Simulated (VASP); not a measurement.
Consider the following.

```yaml
crystal:
  lattice:
    - [0.00000, 2.70036, 2.70036]
    - [2.70036, 0.00000, 2.70036]
    - [2.70036, 2.70036, 0.00000]
  atoms:
    - { symbol: Mg, position: [0.00000, 0.00000, 0.00000] }
    - { symbol: Se, position: [0.50000, 0.50000, 0.50000] }
```

The numbers are results of AM05 GGA, VASP's PBE PAW potentials (set 64) (plane waves; VASP), not measurements. Numerical set-up: 520 eV cut-off, 8×8×8 Γ-centred mesh, Gaussian smearing of 0.050 eV, potentials Mg Se.

Problem. Give the stress tensor in GPa (positive for a compressed cell).

Solution. 
```
2.09  0.00  0.00
0.00  2.09  0.00
0.00  0.00  2.09
```
The pressure is its mean diagonal, 2.09 GPa.

The compound is MgSe in the rock salt structure. This cell is one point of a volume scan, at 0.97 of the reference volume.
